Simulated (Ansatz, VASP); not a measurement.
## Two plane-wave programs on HfOs3W

```xyz
5
Lattice="4.6781 0.0000 0.0000 0.0000 4.6781 0.0000 0.0000 0.0000 4.6781" Properties=species:S:1:pos:R:3 pbc="T T T"
Hf    0.0000    0.0000    0.0000
Os    0.0000    2.3391    2.3391
Os    2.3391    2.3391    0.0000
Os    2.3391    0.0000    2.3391
W     2.3391    2.3391    2.3391
```

Change from the starting cell: species swapped into the TmRh3C type (Pm-3m, No. 221).

Alike in both runs: functional PBE; k mesh 8 × 8 × 8; occupations gaussian, width 0.1 eV; no spin polarisation.

Ansatz relaxed the structure, and its values are those at the end. VASP's run is a single point on that final structure, the one shown.

|  | VASP | Ansatz |
| --- | --- | --- |
| version | VASP 6.6.1 | Ansatz 0.2.0 |
| potentials or method | VASP PAW PBE potentials, release 64 (Hf_pv, Os, W_sv) | scalar-relativistic, plane waves, PAW |
| plane-wave cutoff (eV) | 520 | 420 |
| valence electrons in the cell | 48 | 88 |

```csv
,VASP,Ansatz,Ansatz less VASP
gap on the k mesh at the Fermi level (eV),none,none,-
pressure (GPa),1.0,0.0,-1.01
```

A gap of «none» marks a metal or a gap that the smearing closes. With one functional, cell and mesh, what is left measures potentials, basis and numerics. The two sets of potentials don't hold the same shells in valence.

The runs have no spin-orbit coupling, so splittings on Hf, Os, W are missing.
